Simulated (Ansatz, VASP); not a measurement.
## SiCl3: VASP beside Ansatz

Aim: how closely do two programs agree when they are given the same cell, functional and k mesh? The cell is generated by rule, not measured, and may not be a known phase. The cell is taken from a series of runs on this material, whose earlier steps may have relaxed, scaled, displaced or heated it; both programs get it as it stands.

Method: plane waves, with VASP 6.6.1 beside it; single point at PBE, in Ansatz 0.2.0.

The structure was built from a prototype and need not be the compound's stable phase.

## 1. The structure

It takes space group R3m (No. 160, trigonal). The conventional cell has a = 6.696 Å, b = 6.696 Å, c = 8.201 Å, α = 90.00°, β = 90.00°, γ = 120.00°. Si has 6 Cl at 2.33 to 2.40 Å nearest. Cl has 2 Si at 2.33 to 2.40 Å nearest. Farther neighbours and most contacts between anions are not listed.

## 2. Ansatz: single point, PBE, pair 1

Ansatz runs on norm-conserving files, of PseudoDojo where its log says so.

With cell and atoms fixed, the geometry can't cause a difference; cores, projectors, grids and the points listed under the comparison can.

input.yaml reads:

```yaml
crystal:
  lattice:
    - [4.7349396865, 0.0, 0.0]
    - [0.0, 4.7349396865, 0.0]
    - [0.0, 0.0, 4.7349396865]
  atoms:
    - { symbol: Si, position: [0.0048773611, -0.0048773611, -0.0048773611] }
    - { symbol: Cl, position: [0.4978545158, 0.0008592845, 0.0008592845] }
    - { symbol: Cl, position: [-0.0008592845, 0.0008592845, 0.5021454842] }
    - { symbol: Cl, position: [-0.0008592845, 0.5021454842, 0.0008592845] }
kpoints:
  mp_grid: { grid: [10, 10, 10] }
hamiltonian:
  xc: pbe
  pseudopotentials: { kind: nc }
scf:
  occupations: { method: methfessel_paxton, width: 0.2 }
output:
  forces: true
  stress: true
  eigenvalues: true
```

On the command line:

```bash
$ ansatz run input.yaml --threads 4 --pin off --max-ram 14336MiB --backend cpu --events-out ev --progress --plain --runs-dir out
```

Numbers of over 12 decimals in the logs are rounded to 6 here.

Output:

```text
Engine: ansatz 0.2.0, aarch64-unknown-linux-gnu
Pseudopotentials: kind: nc
Pseudopotential: Si, nc, valence charge 4, recommended cutoff 489.804952 eV (normal), Si.nc.azcp
Pseudopotential: Cl, nc, valence charge 7, recommended cutoff 789.130201 eV (normal), Cl.nc.azcp (PseudoDojo's, or run here from an input of PseudoDojo's: the run reads no file of this project's for it)
Functional definition: PBE
  parameter kappa = 0.804
  parameter beta = 0.066725
  exchange = pbe_x(kappa = kappa, mu = beta*pi^2/3)
  correlation = pbe_c(beta = beta)
Crystal: 4 atoms, lattice volume = 106.156 Å³
Basis set: ecut = 789.130201 eV, 5377 PW (Γ), exchange–correlation on 90×90×90 points (8 copies of the dense FFT grid, shifted against one another)
Bands: 17, of which v1, the nominal top of the filled ones, is band 13 counted from 1 (12 counted from 0)
Symmetry: 6 space group operations
Space group: R3m (ITA 160), of the structure as read, at distance tolerance 4.7e-5 Å
k-points: 116 of 1000 (time reversal used)
Non-local potential: Si, projectors of the file, l = 0: 2, l = 1: 2, l = 2: 2
Non-local potential: Cl, projectors of the file, l = 0: 2, l = 1: 2, l = 2: 2
Initial density: superposition of atomic densities (chi_scale 0.1, normalization cell, long waves kept (reshape's long-wave potential 0.02 eV rms))
Initial wavefunctions: pseudopotential atomic-orbital guess
Functional: x = pbe(κ = 0.804, μ = 0.219515), c = pbe(β = 0.066725)
SCF iter   1: F=—  HF=-1456.350674 eV  |F-HF|=—  |Δ(HF+E_count)|=         —  Δρ=2.07e-2  dr2=4.45e-1  ethr=3.10e-3  ⟨swp⟩=9.2  Hψ=13778  notcnv=0
preconditioner: auto → Resta (q_TF=auto, 2.144 Å⁻¹)  ε∞=3.4  [insulator: Δε(μ)=0.179 eV  Ē_g=11.634 eV  σ=0.200 eV  W_gap=0.52  n_scr=18 (ndim 8)  ℏωp=18.0 eV  f_vac=0.143  D(μ)=0.53/eV (n_scr^D=0)  ε∞_Penn≈3.4]
SCF iter   2: F=—  HF=-1456.255692 eV  |F-HF|=—  |Δ(HF+E_count)|=   9.50e-2  S|Δr|=    0.00e0  Δρ=1.02e-2  dr2=6.74e-2  ethr=1.78e-3  ⟨swp⟩=2.8  Hψ=3808  notcnv=0
preconditioner: auto → none  [metal: Δε(μ)=0.064 eV  Ē_g=11.461 eV  σ=0.200 eV  W_gap=0.26  n_scr=18 (ndim 8)  ℏωp=18.0 eV  f_vac=0.152  D(μ)=0.55/eV (n_scr^D=0)]
SCF iter   3: F=—  HF=-1456.254616 eV  |F-HF|=—  |Δ(HF+E_count)|=   1.08e-3  S|Δr|=    0.00e0  Δρ=2.01e-3  dr2=3.53e-3  ethr=2.70e-4  ⟨swp⟩=2.5  Hψ=3318  notcnv=0
SCF iter   4: F=—  HF=-1456.255001 eV  |F-HF|=—  |Δ(HF+E_count)|=   3.86e-4  S|Δr|=    0.00e0  Δρ=3.23e-4  dr2=1.26e-4  ethr=1.41e-5  ⟨swp⟩=2.0  Hψ=3154  notcnv=0
SCF iter   5: F=—  HF=-1456.255026 eV  |F-HF|=—  |Δ(HF+E_count)|=   2.47e-5  S|Δr|=    0.00e0  Δρ=1.20e-4  dr2=1.85e-5  ethr=5.04e-7  ⟨swp⟩=3.0  Hψ=4037  notcnv=0
SCF iter   6: F=—  HF=-1456.255008 eV  |F-HF|=—  |Δ(HF+E_count)|=   1.78e-5  S|Δr|=    0.00e0  Δρ=4.04e-5  dr2=9.33e-7  ethr=7.38e-8  ⟨swp⟩=2.1  Hψ=3035  notcnv=0  defer=16
SCF iter   7: F=-1456.255009 eV  HF=-1456.255009 eV  |F-HF|=1.34e-8  |Δ(HF+E_count)|=   7.67e-7  S|Δr|=    0.00e0  Δρ=8.25e-6  dr2=5.25e-8  ethr=4.00e-10  ⟨swp⟩=11.1  Hψ=12958  notcnv=0
SCF 1 converged in 7 iterations: F = -1456.255009 eV  dr2 = 5.25e-8
SCF converged after 7 iterations
Stability not checked: this state was not tested for a lower state beside it, because cold or Methfessel-Paxton smearing, or corrected tetrahedra, fill the levels in a way that the test cannot read (fill_not_monotonic; see scf.lower_state_search)
Free energy (F): -1456.255009 eV
Harris-Foulkes:  -1456.255009 eV  (|F-HF|=1.34e-8)
Internal energy: -1456.258307 eV  (E = F + TS)
E sigma→0 (E₀):  -1456.255833 eV
Entropy (-TS):   0.003298 eV (0.824 meV/atom)
Fermi energy:    2.211425 eV
--- Per-component energies (eV) ---
  E_band       = -104.275953
  E_kinetic    = 495.828149
  E_local      = -1079.207686  (includes V_loc(G=0)·N_el)
  E_nonlocal   = 201.015495
  E_hartree    = 321.224931
  E_xc         = -407.094200
  E_vxc        = -364.361941  (∫ρ·V_xc dr)
  E_ewald      = -988.024996
  E_smearing   = 0.003298  (= −TS)
  E_closure    = -0.000000  (closes the sum)
  Σ components = -1456.255009   (vs F -1456.255009, Δ=0.00e0)
--- Forces (eV/Å), atoms counted from 1 ---
  atom   1  Si     0.15697143    -0.15697143    -0.15697143
  atom   2  Cl    -0.08656451     0.03519058     0.03519058
  atom   3  Cl    -0.03519058     0.03519058     0.08656451
  atom   4  Cl    -0.03519058     0.08656451     0.03519058
  max |Σ_I F_I| component: 2.58e-5 eV/Å
--- Stress (GPa, compression-positive) ---
        0.060147      -0.011686      -0.011686
       -0.011686       0.060147       0.011686
       -0.011686       0.011686       0.060147
  P = ⅓ Tr σ = 0.0601 GPa (0.601 kbar)
--- Band table (eV; the first three rows and the last of 116) ---
  k-point 0: bands = [... 9 lower, 0.1518, 0.2330, 0.2330, 0.2363, 7.6330, 8.2949, 8.3143, 8.3143]
  k-point 1: bands = [... 9 lower, 0.1329, 0.2138, 0.2141, 0.2716, 7.7553, 8.3249, 8.4378, 8.4491]
  k-point 2: bands = [... 9 lower, 0.0810, 0.2051, 0.2060, 0.4591, 8.0871, 8.3801, 8.6204, 8.8133]
  k-point 115: bands = [... 9 lower, 1.0649, 1.0649, 1.0658, 4.1253, 4.1343, 4.1343, 6.3223, 8.3674]
```

Reading the cycles: dr2 is the Hartree energy of the density residual (eV), the measure of convergence; HF is the Harris–Foulkes estimate of the energy, which meets the free energy F at convergence.

The run ends at a pressure of 0.06 GPa, with forces up to 0.27 eV/Å.

## 3. VASP: single point, PBE, pair 1

The same cell, functional, mesh and smearing now go to VASP, with its own data sets.

Lines of VASP's logs that name or quote its potential files are left out, and so is its time.

INCAR reads:

```
SYSTEM = SiCl3
PREC = Accurate
ENCUT = 500
EDIFF = 1E-06
NELM = 120
ISMEAR = 1
SIGMA = 0.2
LREAL = .FALSE.
ALGO = Normal
GGA = PE
NBANDS = 18
LORBIT = 11
LWAVE = .FALSE.
LCHARG = .FALSE.
ISIF = 2
LASPH = .TRUE.
GGA_COMPAT = .FALSE.
KPAR = 2
```

POSCAR reads:

```
SiCl3
1.0
    4.7349396865      0.0000000000      0.0000000000
    0.0000000000      4.7349396865      0.0000000000
    0.0000000000      0.0000000000      4.7349396865
Si Cl
1 3
Direct
    0.0048773611      0.9951226389      0.9951226389
    0.4978545158      0.0008592845      0.0008592845
    0.9991407155      0.0008592845      0.5021454842
    0.9991407155      0.5021454842      0.0008592845
```

KPOINTS reads:

```
Automatic mesh
0
Gamma
10 10 10
0 0 0
```

Potentials, in the order of the species: Si and Cl (PBE family, release 64).

On the command line:

```bash
$ mpirun -np 2 vasp_std
```

Output:

```text
[banner, memory and clock lines left out]
running    2 mpi-ranks, on    1 nodes
 distrk:  each k-point on    1 cores,    2 groups
 distr:  one band on    1 cores,    1 groups

 POSCAR found type information on POSCAR SiCl
 POSCAR found :  2 types and       4 ions
 LDA part: xc-table for (Slater+PW92), standard interpolation
 POSCAR, INCAR and KPOINTS ok, starting setup
 FFT: planning ... GRIDC
 FFT: planning ... GRID_SOFT
 FFT: planning ... GRID
 WAVECAR not read
 entering main loop
       N       E                     dE             d eps       ncg     rms          rms(c)
DAV:   1     0.155310348373E+03    0.15531E+03   -0.10427E+04  4176   0.109E+03
DAV:   2    -0.141388332373E+01   -0.15672E+03   -0.15337E+03  5592   0.213E+02
DAV:   3    -0.137036117858E+02   -0.12290E+02   -0.12233E+02  5170   0.691E+01
DAV:   4    -0.138866385630E+02   -0.18303E+00   -0.18288E+00  6016   0.955E+00
DAV:   5    -0.138903379733E+02   -0.36994E-02   -0.36989E-02  5648   0.132E+00    0.100E+01
DAV:   6    -0.134010059991E+02    0.48933E+00   -0.83122E-01  4946   0.481E+00    0.626E+00
DAV:   7    -0.133621824823E+02    0.38824E-01   -0.31849E-01  5614   0.301E+00    0.192E+00
DAV:   8    -0.133606277192E+02    0.15548E-02   -0.42109E-02  5342   0.122E+00    0.239E-01
DAV:   9    -0.133605937873E+02    0.33932E-04   -0.19529E-03  5856   0.292E-01    0.991E-02
DAV:  10    -0.133606348617E+02   -0.41074E-04   -0.12910E-04  5292   0.793E-02    0.385E-02
DAV:  11    -0.133606446499E+02   -0.97882E-05   -0.32735E-05  5430   0.347E-02    0.942E-03
DAV:  12    -0.133606439121E+02    0.73774E-06   -0.67638E-06  5452   0.154E-02
   1 F= -.13360644E+02 E0= -.13361746E+02  d E =0.330590E-02
```

OUTCAR, selected parts (step 3):

```text
ion  position               nearest neighbor table
   1  0.005  0.995  0.995-   2 2.33   3 2.33   4 2.33   3 2.40   4 2.40   2 2.40
   2  0.498  0.001  0.001-   1 2.33   1 2.40
   3  0.999  0.001  0.502-   1 2.33   1 2.40
   4  0.999  0.502  0.001-   1 2.33   1 2.40

  LATTYP: Found a simple cubic cell.
 ALAT       =     4.7349396865

 Subroutine GETGRP returns: Found  6 space group operations
 (whereof  6 operations were pure point group operations)

The static configuration has the point symmetry C_3v.

 Found    116 irreducible k-points:

   k-points           NKPTS =    116   k-points in BZ     NKDIM =    116   number of bands    NBANDS=     18

   dimension x,y,z NGX =    36 NGY =   36 NGZ =   36
   dimension x,y,z NGXF=    72 NGYF=   72 NGZF=   72

   ENCUT  =  500.0 eV  36.75 Ry    6.06 a.u.   8.63  8.63  8.63*2*pi/ulx,y,z

   NELECT =      25.0000    total number of electrons

 k-points in reciprocal lattice and weights: Automatic mesh
   0.00000000  0.00000000  0.00000000       0.001
   0.10000000  0.00000000  0.00000000       0.006
   0.20000000  0.00000000  0.00000000       0.006
   0.30000000  0.00000000  0.00000000       0.006
   0.40000000  0.00000000  0.00000000       0.006
   0.50000000  0.00000000  0.00000000       0.003
   0.10000000  0.10000000  0.00000000       0.006
   0.00000000  0.10000000  0.10000000       0.006
   0.20000000  0.10000000  0.00000000       0.012
[...]
0.50000000  0.50000000  0.40000000       0.006
   0.50000000  0.50000000  0.50000000       0.001

 average (electrostatic) potential at core
       1 -89.7352       2 -94.1545       3 -94.1545       4 -94.1545

 E-fermi :   1.2838

 k-point     1 :       0.0000    0.0000    0.0000
  band No.  band energies     occupation
    ...
      9      -0.7991      2.00000
     10      -0.7968      2.00000
     11      -0.7088      2.00000
     12      -0.7088      2.00000
     13      -0.7054      2.00000
     14       6.6980      0.00000
     15       7.4356      0.00000
     16       7.4556      0.00000
     17       7.4556      0.00000
     18       9.8603      0.00000

 k-point     2 :       0.1000    0.0000    0.0000
  band No.  band energies     occupation
    ...
      9      -0.8399      2.00000
     10      -0.8155      2.00000
     11      -0.7288      2.00000
     12      -0.7285      2.00000
     13      -0.6693      2.00000
     14       6.8204      0.00000
     15       7.4661      0.00000
     16       7.5789      0.00000
     17       7.5905      0.00000
     18       9.1797      0.00000

 k-point     3 :       0.2000    0.0000    0.0000
  band No.  band energies     occupation
    ...
      9      -0.9845      2.00000
     10      -0.8674      2.00000
     11      -0.7390      2.00000
     12      -0.7382      2.00000
     13      -0.4784      2.00000
     14       7.1539      0.00000
     15       7.5224      0.00000
     16       7.7191      0.00000
     17       7.9535      0.00000
     18       7.9975      0.00000

  Total       -0.0304981     -0.0304981     -0.0304981     -0.0078888      0.0078888     -0.0078888
  in kB       -0.4602997     -0.4602997     -0.4602997     -0.1190641      0.1190641     -0.1190641
  external PRESSURE =      -0.4602997 kB  Pullay stress =       0.0000000 kB

  energy-cutoff  :      500.00
  volume of cell :      106.16
      direct lattice vectors                 reciprocal lattice vectors
     4.734939686  0.000000000  0.000000000     0.211195932  0.000000000  0.000000000
     0.000000000  4.734939686  0.000000000     0.000000000  0.211195932  0.000000000
     0.000000000  0.000000000  4.734939686     0.000000000  0.000000000  0.211195932

 POSITION                                       TOTAL-FORCE (eV/Angst)
 -----------------------------------------------------------------------------------
      0.02309      4.71185      4.71185         0.161389     -0.161389     -0.161389
      2.35731      0.00407      0.00407        -0.091106      0.035142      0.035142
      4.73087      0.00407      2.37763        -0.035142      0.035142      0.091106
      4.73087      2.37763      0.00407        -0.035142      0.091106      0.035142
 -----------------------------------------------------------------------------------
    total drift:                               -0.000408      0.000408      0.000408

  FREE ENERGIE OF THE ION-ELECTRON SYSTEM (eV)
  ---------------------------------------------------
  free  energy   TOTEN  =       -13.3606439121 eV

  energy  without entropy=      -13.3639498167  energy(sigma->0) =      -13.36174588

 total charge
# of ion       s       p       d       tot
------------------------------------------
    1        0.831   0.541   0.000   1.372
    2        1.606   3.505   0.000   5.110
    3        1.606   3.505   0.000   5.110
    4        1.606   3.505   0.000   5.110
--------------------------------------------------
tot          5.648  11.055   0.000  16.703

[... 3 further parts left out ...]
```

The run ends at a pressure of -0.05 GPa, with forces up to 0.28 eV/Å.

## 4. Comparison

Known differences besides the potentials themselves: the cutoff is 789.13 eV in Ansatz and 500 eV in VASP. Total energies have different zeros and are not compared.

Both answers:

```tsv
quantity	Ansatz	VASP	difference
pressure (GPa)	0.06	-0.05	+0.11
```

Forces (eV/Å; atoms numbered as in POSCAR):

```tsv
atom	Ansatz x, y, z	VASP x, y, z
Si1	0.157, -0.157, -0.157	0.161, -0.161, -0.161
Cl2	-0.087, 0.035, 0.035	-0.091, 0.035, 0.035
Cl3	-0.035, 0.035, 0.087	-0.035, 0.035, 0.091
Cl4	-0.035, 0.087, 0.035	-0.035, 0.091, 0.035
```

The forces differ by 3.2 meV/Å r.m.s., which is 3.3 % of the r.m.s. force of 0.096 eV/Å (both taken over all components).

## 5. VASP: single point, PBE, pair 2

A single point gives forces, pressure and levels at one fixed geometry, so differences don't come from the geometry; what else differs is listed under the comparison.

INCAR is that of step 3.

POSCAR reads:

```
SiCl3
1.0
    4.7349396865      0.0000000000      0.0000000000
    0.0000000000      4.7349396865      0.0000000000
    0.0000000000      0.0000000000      4.7349396865
Si Cl
1 3
Direct
    0.0097547223      0.9902452777      0.9902452777
    0.4957090316      0.0017185691      0.0017185691
    0.9982814309      0.0017185691      0.5042909684
    0.9982814309      0.5042909684      0.0017185691
```

KPOINTS is that of step 3.

On the command line:

```bash
$ mpirun -np 2 vasp_std
```

Output:

```text
[... set-up lines as in an earlier step ...]
 entering main loop
       N       E                     dE             d eps       ncg     rms          rms(c)
DAV:   1     0.155388987977E+03    0.15539E+03   -0.10430E+04  4176   0.109E+03
DAV:   2    -0.144399070496E+01   -0.15683E+03   -0.15351E+03  5608   0.213E+02
DAV:   3    -0.137185851483E+02   -0.12275E+02   -0.12219E+02  5174   0.691E+01
DAV:   4    -0.138993101811E+02   -0.18073E+00   -0.18058E+00  6030   0.949E+00
[...]
DAV:  10    -0.133824068966E+02   -0.41623E-04   -0.12805E-04  5322   0.788E-02    0.396E-02
DAV:  11    -0.133824166326E+02   -0.97360E-05   -0.29442E-05  5388   0.333E-02    0.936E-03
DAV:  12    -0.133824161733E+02    0.45938E-06   -0.66614E-06  5508   0.153E-02
   1 F= -.13382416E+02 E0= -.13383491E+02  d E =0.322519E-02
```

From OUTCAR (step 5):

```text
  Total        0.0728765      0.0728765      0.0728765     -0.0305459      0.0305459     -0.0305459
  in kB        1.0999031      1.0999031      1.0999031     -0.4610206      0.4610206     -0.4610206
  external PRESSURE =       1.0999031 kB  Pullay stress =       0.0000000 kB

 POSITION                                       TOTAL-FORCE (eV/Angst)
 -----------------------------------------------------------------------------------
      0.04619      4.68875      4.68875         0.310284     -0.310284     -0.310284
      2.34715      0.00814      0.00814        -0.171661      0.069312      0.069312
      4.72680      0.00814      2.38779        -0.069312      0.069312      0.171661
      4.72680      2.38779      0.00814        -0.069312      0.171661      0.069312
 -----------------------------------------------------------------------------------
    total drift:                               -0.000518      0.000518      0.000518

  FREE ENERGIE OF THE ION-ELECTRON SYSTEM (eV)
  ---------------------------------------------------
  free  energy   TOTEN  =       -13.3824161733 eV

  energy  without entropy=      -13.3856413657  energy(sigma->0) =      -13.38349124

[... 2 parts as in an earlier step ...]

[... 1 further part left out ...]
[key lines of the parts left out:]
E-fermi :   1.2941
```

The run ends at a pressure of 0.11 GPa, with forces up to 0.54 eV/Å.

## 6. Ansatz: single point, PBE, pair 2

The same cell, functional, mesh and smearing now go to Ansatz, which takes its cutoff from its data sets.

The cell is taken from a series of runs on this material, whose earlier steps may have relaxed, scaled, displaced or heated it; both programs get it as it stands.

input.yaml, the sections that differ from step 2:

```yaml
crystal:
  lattice:
    - [4.7349396865, 0.0, 0.0]
    - [0.0, 4.7349396865, 0.0]
    - [0.0, 0.0, 4.7349396865]
  atoms:
    - { symbol: Si, position: [0.0097547223, -0.0097547223, -0.0097547223] }
    - { symbol: Cl, position: [0.4957090316, 0.0017185691, 0.0017185691] }
    - { symbol: Cl, position: [-0.0017185691, 0.0017185691, 0.5042909684] }
    - { symbol: Cl, position: [-0.0017185691, 0.5042909684, 0.0017185691] }
# kpoints, hamiltonian, scf, output: as in step 2
```

On the command line:

```bash
$ ansatz run input.yaml --threads 4 --pin off --max-ram 14336MiB --backend cpu --events-out ev --progress --plain --runs-dir out
```

Output:

```text
[...]
Crystal: 4 atoms, lattice volume = 106.156 Å³
Basis set: ecut = 789.130201 eV, 5377 PW (Γ), exchange–correlation on 90×90×90 points (8 copies of the dense FFT grid, shifted against one another)
Bands: 17, of which v1, the nominal top of the filled ones, is band 13 counted from 1 (12 counted from 0)
Symmetry: 6 space group operations
[...]
P = ⅓ Tr σ = 0.2205 GPa (2.205 kbar)
--- Band table (eV; the first three rows and the last of 116) ---
  k-point 0: bands = [... 9 lower, 0.1483, 0.2229, 0.2229, 0.2363, 7.6267, 8.2376, 8.3111, 8.3111]
  k-point 1: bands = [... 9 lower, 0.1314, 0.2041, 0.2052, 0.2741, 7.7488, 8.2863, 8.4111, 8.4452]
  k-point 2: bands = [... 9 lower, 0.0792, 0.1955, 0.1987, 0.4665, 8.0794, 8.3477, 8.5588, 8.8076]
  k-point 115: bands = [... 9 lower, 1.0578, 1.0578, 1.0611, 4.1505, 4.1861, 4.1861, 6.3445, 8.3586]
[key lines of the parts left out:]
SCF converged after 7 iterations
Free energy (F): -1456.276119 eV
Fermi energy:    2.221600 eV
```

The run ends at a pressure of 0.22 GPa, with forces up to 0.52 eV/Å.

## 7. Side by side

Both answers:

```tsv
quantity	Ansatz	VASP	difference
pressure (GPa)	0.22	0.11	+0.11
```

Forces (eV/Å; atoms numbered as in POSCAR):

```tsv
atom	Ansatz x, y, z	VASP x, y, z
Si1	0.302, -0.302, -0.302	0.310, -0.310, -0.310
Cl2	-0.163, 0.069, 0.069	-0.172, 0.069, 0.069
Cl3	-0.069, 0.069, 0.163	-0.069, 0.069, 0.172
Cl4	-0.069, 0.163, 0.069	-0.069, 0.172, 0.069
```

The forces differ by 6.2 meV/Å r.m.s., which is 3.4 % of the r.m.s. force of 0.184 eV/Å (both taken over all components).

[end of part 1 of 2]

[Lines on the potential files, build, host, timing and source positions are cut from VASP's logs without a mark.]

[Logs are printed without paths, hosts, clocks, repeated set-up lines and the standing remarks that a program may print on its own settings, such as how far it seeks lower states.]

[Hosts, paths, dates, database ids (printed as entryN), source tags and the programs' standing remarks are cut or masked in the printed files.]
